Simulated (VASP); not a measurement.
Crystal: C.

```
CELL_PARAMETERS angstrom
0.00000 1.78337 1.78337
1.78337 0.00000 1.78337
1.78337 1.78337 0.00000
ATOMIC_POSITIONS crystal
C 0.75000 0.75000 0.75000
C 0.50000 0.50000 0.50000
```

This isn't the form of C at room conditions, which is graphite.

Base run:

* Program: VASP 6.6.1
* Functional: r2SCAN
* Potentials or basis: VASP PAW PBE potentials, release 64 (C)
* Cutoff: 520 eV
* k mesh: 12 × 12 × 12
* Occupations: gaussian, width 0.02 eV
* Spin: no spin polarisation

Its results: band gap on the k mesh 4.34 eV, indirect (least direct gap 5.84 eV).

The run is repeated on the same cell with these changes: functional from r2SCAN to TB-mBJ. What comes out?

Band gap on the k mesh 4.98 eV, indirect (least direct gap 6.62 eV).

Not every run made on this cell is shown here.
